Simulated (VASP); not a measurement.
Input:

```
FePt
1.0
    2.77440     0.00000     0.00000
    0.00000     2.77440     0.00000
    0.00000     0.00000     3.78420
Fe Pt
1 1
Cartesian
  0.00000   0.00000   0.00000
  1.38720   1.38720   1.89210
```
Starting moments (μB, in the order of the record's atoms Fe Pt): 3.0 0.0.

Level of theory: PBE GGA, VASP's PBE PAW potentials (set 64) (plane waves; VASP 6.6.1). Settings: 400 eV cut-off, 12×12×9 Γ-centred mesh, first-order Methfessel-Paxton smearing of 0.10 eV, potentials Fe Pt.

Unless said otherwise, spin-orbit coupling is left out, though it shifts the bands of the heavy elements here.

Q: Predict the cell moment, energy per atom (σ→0), pressure, band gap (on the k-mesh) with the smallest direct gap where there is one.

A: 
```yaml
band gap (on the k-mesh): none (metal, semimetal or under 0.01 eV)
cell_moment: 3.37 μB
energy per atom (σ→0): -7.388 eV/atom
pressure: -7.59 GPa
```

Q: Give the moment on each site (PAW-sphere projection).

A: 
```json
[
 {"site": "Fe1", "moment (μB)": "3.02"},
 {"site": "Pt2", "moment (μB)": "0.34"}
]
```

The absolute energy has meaning only against runs of the same code, potentials and settings.

The compound is FePt in the L1_0 structure. The cell was not relaxed at this level.
